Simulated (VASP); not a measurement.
Calculation: PBEsol GGA, VASP's PBE PAW potentials (set 64) (plane waves; VASP).

VASP input:

### POSCAR
```
Tc
1.0
  0.0000000000   1.9121868412   1.9121868412
  1.9121868412   0.0000000000   1.9121868412
  1.9121868412   1.9121868412   0.0000000000
Tc
1
direct
  1.0000000000   0.0000000000   1.0000000000
```

File KPOINTS:
```
Regular mesh
0
Gamma
  15 15 15
0 0 0
```

INCAR:
```
ALGO = Normal
EDIFF = 1E-6
EDIFFG = -0.01
ENCUT = 400
GGA = PS
IBRION = 2
ISIF = 3
ISMEAR = 1
LASPH = T
LCHARG = F
LMAXMIX = 4
LREAL = F
LWAVE = F
NELM = 100
NSW = 60
PREC = Accurate
SIGMA = 0.1
SYSTEM = Tc
```

POTCAR, in this order: Tc_pv (PBE.64 set). Program: vasp_std.

The resulting files:

OSZICAR:
```
       N       E                     dE             d eps       ncg     rms          rms(c)
DAV:   1     0.909375224034E+02    0.90938E+02   -0.71313E+03  2544   0.100E+03
DAV:   2    -0.107089047224E+02   -0.10165E+03   -0.99464E+02  2484   0.305E+02
DAV:   3    -0.120315274980E+02   -0.13226E+01   -0.13140E+01  2662   0.421E+01
DAV:   4    -0.120375432781E+02   -0.60158E-02   -0.60130E-02  2602   0.313E+00
DAV:   5    -0.120375900744E+02   -0.46796E-04   -0.46795E-04  2646   0.262E-01    0.185E+01
DAV:   6    -0.112994151859E+02    0.73817E+00   -0.13602E+00  2548   0.157E+01    0.576E+00
DAV:   7    -0.112073397590E+02    0.92075E-01   -0.22472E-01  2676   0.603E+00    0.713E-01
DAV:   8    -0.112007223389E+02    0.66174E-02   -0.52491E-03  2520   0.104E+00    0.159E-01
DAV:   9    -0.112007245432E+02   -0.22043E-05   -0.84420E-05  2660   0.116E-01    0.221E-02
DAV:  10    -0.112007296375E+02   -0.50943E-05   -0.46259E-06  2604   0.269E-02    0.385E-03
DAV:  11    -0.112007296941E+02   -0.56610E-07   -0.30813E-08  1398   0.202E-03
   1 F= -.11200730E+02 E0= -.11200834E+02  d E =-.112007E+02
```

File OUTCAR:
```
------------------------ aborting loop because EDIFF is reached ----------------------------------------
  FORCE on cell =-STRESS in cart. coord.  units (eV):
  Direction    XX          YY          ZZ          XY          YZ          ZX
  --------------------------------------------------------------------------------------
  Total       -0.0006718     -0.0006718     -0.0006718      0.0000000      0.0000000     -0.0000000
  in kB       -0.0769748     -0.0769748     -0.0769748      0.0000000      0.0000000     -0.0000000
  external PRESSURE =      -0.0769748 kB  Pullay stress =       0.0000000 kB
  volume of cell :       13.98
      direct lattice vectors                 reciprocal lattice vectors
     0.000000000  1.912186841  1.912186841    -0.261480724  0.261480724  0.261480724
     1.912186841  0.000000000  1.912186841     0.261480724 -0.261480724  0.261480724
     1.912186841  1.912186841  0.000000000     0.261480724  0.261480724 -0.261480724
 POSITION                                       TOTAL-FORCE (eV/Angst)
 -----------------------------------------------------------------------------------
      0.00000      0.00000      0.00000        -0.000000     -0.000000     -0.000000
 -----------------------------------------------------------------------------------
    total drift:                                0.000000     -0.000000      0.000000
  FREE ENERGIE OF THE ION-ELECTRON SYSTEM (eV)
  ---------------------------------------------------
  free  energy   TOTEN  =       -11.2007296941 eV

  energy  without entropy=      -11.2010435808  energy(sigma->0) =      -11.20083432

 reached required accuracy - stopping structural energy minimisation
```
(Selected blocks of OUTCAR.)

The structure was generated: Tc was put into the fcc type (Fm-3m), which need not be its known phase. It was relaxed first. The start is the result of an earlier pass.
